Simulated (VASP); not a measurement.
# Cl2BSeH in VASP: further runs

One molecule, Cl2BSeH, is run at these levels: PBE, revPBE+D3(BJ), SCAN+D4; tasks: electron localisation function, single point.

All numbers are computed with VASP 6.6.1; they aren't measurements. Logs are shortened: lines on timing, memory, paths and dates and some standing lists are left out, and cuts for length are marked.

**1. The molecule as given**

The cell holds a molecule in a box, 5 atoms: a = 12.000 Å, b = 13.000 Å, c = 13.000 Å, α = 90.00°, β = 90.00°, γ = 90.00°.

**2. Electron localisation function, PBE**

File INCAR:

```
PREC     = Accurate       # precision mode
ENCUT    = 520            # plane-wave cutoff, eV
EDIFF    = 1E-6           # SCF threshold, eV
ISMEAR   = 0              # smearing method
SIGMA    = 0.01           # smearing width, eV
LREAL    = False          # projectors in reciprocal space
LASPH    = True           # aspherical terms in the spheres
NELM     = 100            # most SCF steps
ALGO     = Normal         # electronic algorithm
ISIF     = 2              # what is computed and relaxed
LWAVE    = False          # write WAVECAR
LCHARG   = True           # write CHGCAR
GGA      = PE             # functional
LELF     = True           # ELF
```

File KPOINTS:

```
regular mesh
0
Gamma
  1 1 1
```

File POSCAR:

```
BHSeCl2
1.0
   12.0000000000      0.0000000000      0.0000000000
    0.0000000000     13.0000000000      0.0000000000
    0.0000000000      0.0000000000     13.0000000000
Cl B Se H
2 1 1 1
Direct
    0.5305458300      0.5231000000      0.6193730800
    0.5965708300      0.3684153800      0.4572961500
    0.5261291700      0.4805846200      0.4922346200
    0.4458208300      0.5523846200      0.3858576900
    0.4055958300      0.6348153800      0.4535346200
```

Potentials or basis: VASP PAW PBE potentials, release 64 (Cl, B, Se, H).

On the command line:

```sh
$ cat potpaw_PBE.64/Cl/POTCAR potpaw_PBE.64/B/POTCAR potpaw_PBE.64/Se/POTCAR potpaw_PBE.64/H/POTCAR > POTCAR
$ mpirun -np 1 vasp_gam > vasp.out
```

OUTCAR:

```text
PREC = Accurate
   ENCUT = 520
   EDIFF = 1E-6
   ISMEAR = 0
   LREAL = False
   LASPH = True
   NELM = 100
   ISIF = 2
   GGA = PE

 ion  position               nearest neighbor table
   1  0.531  0.523  0.619-   3 1.74
   2  0.597  0.368  0.457-   3 1.75
   3  0.526  0.481  0.492-   1 1.74   2 1.75   4 1.93
   4  0.446  0.552  0.386-   5 1.47   3 1.93
   5  0.406  0.635  0.454-   4 1.47

  LATTYP: Found a simple tetragonal cell.
 ALAT       =    13.0000000000
 C/A-ratio  =     0.9230769231

  Lattice vectors:

 A1 = (   0.0000000000,  13.0000000000,   0.0000000000)
 A2 = (   0.0000000000,   0.0000000000,  13.0000000000)
 A3 = (  12.0000000000,   0.0000000000,   0.0000000000)

Analysis of symmetry for initial positions (statically):
=====================================================================
 Subroutine PRICEL returns:
 Original cell was already a primitive cell.

 Routine SETGRP: Setting up the symmetry group for a
 simple tetragonal supercell.

 Subroutine GETGRP returns: Found  1 space group operations
 (whereof  1 operations were pure point group operations)
 out of a pool of 16 trial point group operations.

The static configuration has the point symmetry C_1 .

Analysis of symmetry for dynamics (positions and initial velocities):
=====================================================================
 Subroutine PRICEL returns:
 Original cell was already a primitive cell.

 Routine SETGRP: Setting up the symmetry group for a
 simple tetragonal supercell.

 Subroutine GETGRP returns: Found  1 space group operations
 (whereof  1 operations were pure point group operations)
 out of a pool of 16 trial point group operations.

The dynamic configuration has the point symmetry C_1 .

 Subroutine INISYM returns: Found  1 space group operations
 (whereof  1 operations are pure point group operations),
 and found     1 'primitive' translations

----------------------------------------------------------------------------------------

                                     Primitive cell

  volume of cell :    2028.0000

  direct lattice vectors                    reciprocal lattice vectors
    12.000000000  0.000000000  0.000000000     0.083333333  0.000000000  0.000000000
     0.000000000 13.000000000  0.000000000     0.000000000  0.076923077  0.000000000
     0.000000000  0.000000000 13.000000000     0.000000000  0.000000000  0.076923077

  length of vectors
    12.000000000 13.000000000 13.000000000     0.083333333  0.076923077  0.076923077

  position of ions in fractional coordinates (direct lattice)
     0.530545830  0.523100000  0.619373080
     0.596570830  0.368415380  0.457296150
     0.526129170  0.480584620  0.492234620
     0.445820830  0.552384620  0.385857690
     0.405595830  0.634815380  0.453534620

  ion indices of the primitive-cell ions
   primitive index   ion index
                 1           1
                 2           2
                 3           3
                 4           4
                 5           5

----------------------------------------------------------------------------------------

 KPOINTS: regular mesh

Automatic generation of k-mesh.
 Grid dimensions read from file:
 generate k-points for:    1    1    1

 Generating k-lattice:

  Cartesian coordinates                     Fractional coordinates (reciprocal lattice)
     0.083333333  0.000000000  0.000000000     1.000000000  0.000000000  0.000000000
     0.000000000  0.076923077  0.000000000     0.000000000  1.000000000  0.000000000
     0.000000000  0.000000000  0.076923077     0.000000000  0.000000000  1.000000000

  Length of vectors
     0.083333333  0.076923077  0.076923077

  Shift w.r.t. Gamma in fractional coordinates (k-lattice)
     0.000000000  0.000000000  0.000000000

 Subroutine IBZKPT returns following result:
 ===========================================

 Found      1 irreducible k-points:

 Following reciprocal coordinates:
            Coordinates               Weight
  0.000000  0.000000  0.000000      1.000000
   k-points           NKPTS =      1   k-points in BZ     NKDIM =      1   number of bands    NBANDS=     16
   number of dos      NEDOS =    301   number of ions     NIONS =      5
   total plane-waves  NPLWV = 864360
   dimension x,y,z NGX =    90 NGY =   98 NGZ =   98
   dimension x,y,z NGXF=   180 NGYF=  196 NGZF=  196
   ions per type =               2   1   1   1
   NGX,Y,Z   is equivalent  to a cutoff of  12.47, 12.53, 12.53 a.u.
   NGXF,Y,Z  is equivalent  to a cutoff of  24.94, 25.06, 25.06 a.u.
 SYSTEM =  unknown system
   PREC   = accura    normal or accurate (medium, high low for compatibility)
   ISTART =      0    job   : 0-new  1-cont  2-samecut
   ICHARG =      2    charge: 1-file 2-atom 10-const
   ISPIN  =      1    spin polarized calculation?
   LNONCOLLINEAR =      F non collinear calculations
   LSORBIT =      F    spin-orbit coupling
   LASPH  =      T    aspherical Exc in radial PAW
   ENCUT  =  520.0 eV  38.22 Ry    6.18 a.u.  22.31 24.17 24.17*2*pi/ulx,y,z
   NELM   =    100;   NELMIN=  2; NELMDL= -5     # of ELM steps
   EDIFF  = 0.1E-05   stopping-criterion for ELM
   LREAL  =      F    real-space projection
   EDIFFG = 0.1E-04   stopping-criterion for IOM
   NSW    =      0    number of steps for IOM
   IBRION =     -1    ionic relax: 0-MD 1-quasi-New 2-CG
   NFREE  =      0    steps in history (QN), initial steepest desc. (CG)
   ISIF   =      2    stress and relaxation
   ISYM   =      2    0-nonsym 1-usesym 2-fastsym
   POTIM  = 0.5000    time-step for ionic-motion
   TEBEG  =    0.0;   TEEND  =   0.0 temperature during run
   PSTRESS=    0.0 pullay stress
   NELECT =      24.0000    total number of electrons
   NUPDOWN=      -1.0000    fix difference up-down
   EMIN   =  10.00;   EMAX   =-10.00  energy-range for DOS
   EFERMI =   0.00;   METHOD = LEGACY
   ISMEAR =     0;   SIGMA  =   0.01  broadening in eV -4-tet -1-fermi 0-gaus
   EFERMI_NEDOS =   21; number of points for ismear=-14 and -15
   IALGO  =     38    algorithm
   IMIX   =      4    mixing-type and parameters
     AMIX     =   0.40;   BMIX     =  1.00
     AMIX_MAG =   1.60;   BMIX_MAG =  1.00
  volume/ion in A,a.u.               =     405.60      2737.12
  Fermi-wavevector in a.u.,A,eV,Ry     =   0.373069  0.704998  1.893666  0.139181
  Thomas-Fermi vector in A             =   1.302412
   LORBIT       =      0    0 simple, 1 ext, 2 COOP (PROOUT), +10 PAW based schemes
   GGA     = PE    functional components
   LHFCALC =     F    Hartree Fock is set to
   AEXX    =    0.0000 exact exchange contribution
   IVDW    =     0    specifies the selected vdW correction
   LEPSILON=     F    determine dielectric tensor
   LRPA    =     F    only Hartree local field effects (RPA)
 non-spin polarized calculation
 Gauss-broadening in eV      SIGMA  =   0.01
  energy-cutoff  :      520.00
  volume of cell :     2028.00
 maximum number of plane-waves:     27285
 NGX is ok and might be reduce to    90
   NGX = 45   NGY = 49   NGZ = 49

 number of electron      24.0000004 magnetization

 Free energy of the ion-electron system (eV)
  ---------------------------------------------------
  ext. energy  EPLUGINS =         0.00000000
  ---------------------------------------------------
  free energy    TOTEN  =       -19.98540248 eV

  energy without entropy =      -19.98540248  energy(sigma->0) =      -19.98540248

 E-fermi :  -6.2467     XC(G=0):  -0.8160

 val. band max:       -6.3513282054   @ k =   0.0000   0.0000   0.0000
 cond. band min:      -2.0347562289   @ k =   0.0000   0.0000   0.0000
 fundamental gap:      4.3165719764
 Fermi energy:        -6.2467228224

 k-point     1 :       0.0000    0.0000    0.0000
  band No.  band energies     occupation
      1     -21.5819      2.00000
      2     -20.6917      2.00000
      3     -18.3700      2.00000
      4     -12.4201      2.00000
      5     -10.8614      2.00000
      6     -10.0514      2.00000
[... 8 lines left out ...]
     15      -0.4494      0.00000
     16       0.3595      0.00000

------------------------ aborting loop because EDIFF is reached ----------------------------------------

  FORCE on cell =-STRESS in cart. coord.  units (eV):
  Direction    XX          YY          ZZ          XY          YZ          ZX
  --------------------------------------------------------------------------------------
  -------------------------------------------------------------------------------------
  Total        0.1887273      0.5320289      0.7743055     -0.3266279      0.2118836      0.0669088
  in kB        0.1490999      0.4203179      0.6117232     -0.2580453      0.1673940      0.0528599
  external PRESSURE =       0.3937137 kB  Pullay stress =       0.0000000 kB

 VOLUME and BASIS-vectors are now :
 -----------------------------------------------------------------------------
  energy-cutoff  :      520.00
  volume of cell :     2028.00
      direct lattice vectors                 reciprocal lattice vectors
    12.000000000  0.000000000  0.000000000     0.083333333  0.000000000  0.000000000
     0.000000000 13.000000000  0.000000000     0.000000000  0.076923077  0.000000000
     0.000000000  0.000000000 13.000000000     0.000000000  0.000000000  0.076923077

 POSITION                                       TOTAL-FORCE (eV/Angst)
 -----------------------------------------------------------------------------------
      6.36655      6.80030      8.05185         0.010184      0.058151      0.190342
      7.15885      4.78940      5.94485         0.085148     -0.157958     -0.076256
      6.31355      6.24760      6.39905         0.025355      0.000134      0.105574
      5.34985      7.18100      5.01615        -0.032421     -0.105121     -0.405770
      4.86715      8.25260      5.89595        -0.088266      0.204793      0.186110
 -----------------------------------------------------------------------------------
    total drift:                                0.000223      0.000350     -0.000218

  FREE ENERGIE OF THE ION-ELECTRON SYSTEM (eV)
  ---------------------------------------------------
  free  energy   TOTEN  =       -19.9854024794 eV

  energy  without entropy=      -19.9854024794  energy(sigma->0) =      -19.98540248
```

Wall time 2.9 min (1 thread of Intel Xeon Platinum 8259CL at 2.50GHz (Skylake/Cascade Lake), shared host); peak memory 1.5 GiB.

What came out:

| Item | Value |
| --- | --- |
| Free energy | -19.9854 eV |
| Largest force | 0.420 eV/Å |
| Gap between the frontier levels | 4.32 eV |

Forces on the atoms (eV/Å):
```
Cl   0.010  0.058  0.190
Cl   0.085 -0.158 -0.076
B    0.025  0.000  0.106
Se  -0.032 -0.105 -0.406
H   -0.088  0.205  0.186
```

**3. Single point, revPBE+D3(BJ)**

File INCAR:

```
SYSTEM = BHSeCl2
ALGO = Fast
EDIFF = 1E-6
ENCUT = 520
GGA = RE
ISIF = 2
ISMEAR = 0
IVDW = 12
LASPH = .TRUE.
LCHARG = .TRUE.
LELF = .TRUE.
LREAL = .FALSE.
LVACPOTAV = .TRUE.
LVHAR = .TRUE.
LWAVE = .FALSE.
NELM = 80
PREC = Accurate
SIGMA = 0.01
```

File KPOINTS:

```
k-points
0
G
  1 1 1
  0 0 0
```

POSCAR is that of step 2.

Potentials or basis: VASP PAW PBE potentials, release 64 (Cl, B, Se, H).

On the command line:

```sh
$ cat potpaw_PBE.64/Cl/POTCAR potpaw_PBE.64/B/POTCAR potpaw_PBE.64/Se/POTCAR potpaw_PBE.64/H/POTCAR > POTCAR
$ mpirun -np 1 vasp_gam > vasp.out
```

It took 2.9 min on 1 thread of Intel Xeon Platinum 8259CL at 2.50GHz (Skylake/Cascade Lake), shared host; peak memory 1.5 GiB.

The run converged. Its results:

```
Free energy                     : -19.8926 eV
Largest force                   : 0.505 eV/Å
Gap between the frontier levels : 4.35 eV
Dispersion energy per atom      : -0.076 eV
```

Forces in eV/Å, atoms in the order of the input:
```
Cl   0.010  0.106  0.313
Cl   0.153 -0.275 -0.113
B    0.018  0.009  0.100
Se  -0.090 -0.051 -0.494
H   -0.091  0.212  0.194
```

Levels at points of the mesh, in eV from the valence-band top:
```csv
k point,band 8,band 9,band 10,band 11,band 12,band 13,band 14,band 15,band 16
"(0.00, 0.00, 0.00)",-2.67,-1.61,-1.20,-1.00,0.00,4.35,5.40,5.85,6.63
```

Caveat: the PAW data sets were made with another functional, which shifts forces and pressure a little. Expect the measured gap to be larger: semilocal functionals such as revPBE lack the derivative discontinuity.

**4. Single point, SCAN+D4**

File INCAR:

```
SYSTEM = BHSeCl2
PREC     = Accurate       ! precision mode
ENCUT    = 520            ! plane-wave cutoff, eV
EDIFF    = 1E-7           ! SCF threshold, eV
ISMEAR   = 0              ! smearing method
SIGMA    = 0.01           ! smearing width, eV
LREAL    = .False.        ! projectors in reciprocal space
LASPH    = .True.         ! aspherical terms in the spheres
NELM     = 80             ! most SCF steps
ALGO     = Normal         ! electronic algorithm
ISIF     = 2              ! what is computed and relaxed
LWAVE    = .False.        ! write WAVECAR
LCHARG   = .True.         ! write CHGCAR
METAGGA  = SCAN           ! meta-GGA
LMIXTAU  = .True.       
IVDW     = 13             ! dispersion correction
LELF     = .True.         ! ELF
LVHAR    = .True.       
LVACPOTAV= .True.       
NBANDS   = 20             ! bands
```

File KPOINTS:

```
Automatic mesh
0
Gamma
  1 1 1
  0 0 0
```

File POSCAR:

```
BHSeCl2
1.0
   12.0000000000      0.0000000000      0.0000000000
    0.0000000000     13.0000000000      0.0000000000
    0.0000000000      0.0000000000     13.0000000000
Cl B Se H
2 1 1 1
Cartesian
    6.3665499600      6.8003000000      8.0518500400
    7.1588499600      4.7893999400      5.9448499500
    6.3135500400      6.2476000600      6.3990500600
    5.3498499600      7.1810000600      5.0161499700
    4.8671499600      8.2525999400      5.8959500600
```

On the command line:

```sh
$ cat potpaw_PBE.64/Cl/POTCAR potpaw_PBE.64/B/POTCAR potpaw_PBE.64/Se/POTCAR potpaw_PBE.64/H/POTCAR > POTCAR
$ mpirun -np 1 vasp_gam > vasp.out
```

Wall time 19 min (1 thread of Intel Xeon Platinum 8259CL at 2.50GHz (Skylake/Cascade Lake), shared host); peak memory 1.9 GiB.

Results (log left out):

```
Free energy                     : -49.8028 eV
Largest force                   : 0.092 eV/Å
Gap between the frontier levels : 4.82 eV
Dispersion energy per atom      : -0.004 eV
```

Forces on the atoms (eV/Å):
```
Cl  -0.003 -0.030 -0.085
Cl  -0.052  0.076 -0.002
B    0.018 -0.001  0.064
Se   0.019 -0.013  0.035
H    0.018 -0.031 -0.012
```

Levels at points of the mesh, in eV from the valence-band top:
```
           k point  band 10  band 11  band 12  band 13  band 14  band 15
(0.00, 0.00, 0.00)    -1.26    -1.05     0.00     4.82     6.08     6.62
```

Caveat: the PAW data sets were made with another functional, which shifts forces and pressure a little. SCAN opens gaps a little over a GGA but as a rule still falls short of measured ones.

**5. The reference run**

An earlier run on the cell as given: functional PBE; potentials or basis VASP PAW PBE potentials, release 64 (Cl, B, Se, H); cutoff 520 eV; k mesh 1 × 1 × 1; occupations gaussian, width 0.01 eV; no spin polarisation.

- Largest force: 0.420 eV/Å
- Gap between the frontier levels: 4.32 eV

**6. Overview**

| task | level | gap on the mesh (eV) | largest force (eV/Å) |
| --- | --- | --- | --- |
| electron localisation function | PBE | 4.32 | 0.42 |
| single point | revPBE+D3(BJ) | 4.35 | 0.51 |
| single point | SCAN+D4 | 4.82 | 0.09 |
| single point | PBE | 4.32 | 0.42 |

Alike in all rows: potentials or basis VASP PAW PBE potentials, release 64 (Cl, B, Se, H); no spin polarisation; cell as given; k mesh 1 × 1 × 1; cutoff (eV) 520; smearing gaussian 0.01 eV.

On the cell as given the gap runs from 4.32 eV (PBE) to 4.82 eV (SCAN+D4).

Caveats: the PAW data sets were made with another functional, which shifts forces and pressure a little (some runs).

Absolute energies hang on the potentials; compare differences alone.
